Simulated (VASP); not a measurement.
Data:

```yaml
crystal:
  lattice:
    - [-1.74324, 1.74324, 4.21976]
    - [1.74324, -1.74324, 4.21976]
    - [1.74324, 1.74324, -4.21976]
  atoms:
    - { symbol: Si, position: [0.50000, 0.50000, 0.00000] }
    - { symbol: Si, position: [0.25000, 0.75000, 0.50000] }
    - { symbol: O, position: [0.29133, 0.29133, 0.00000] }
    - { symbol: O, position: [0.04133, 0.54133, 0.50000] }
    - { symbol: O, position: [0.45867, 0.95867, 0.50000] }
    - { symbol: O, position: [0.70867, 0.70867, 0.00000] }
```

All values below come from r2SCAN meta-GGA, VASP's PBE PAW potentials (set 64) (plane waves; VASP). Settings: 520 eV cut-off, 10×10×10 Γ-centred mesh, tetrahedra with Blöchl corrections, potentials Si O.

**Question.** Predict the energy per atom (σ→0), band gap (over mesh and band path) with the smallest direct gap where there is one.

**Answer.** 
```yaml
band gap (over mesh and band path): 7.19 eV
smallest direct gap (over mesh and band path): 7.93 eV
energy per atom (σ→0): -9.725 eV/atom
```

The structure was generated: SiO2 was put into the anatase type (I4_1/amd), which need not be its known phase. It was relaxed first, which changed the volume by -10 %.
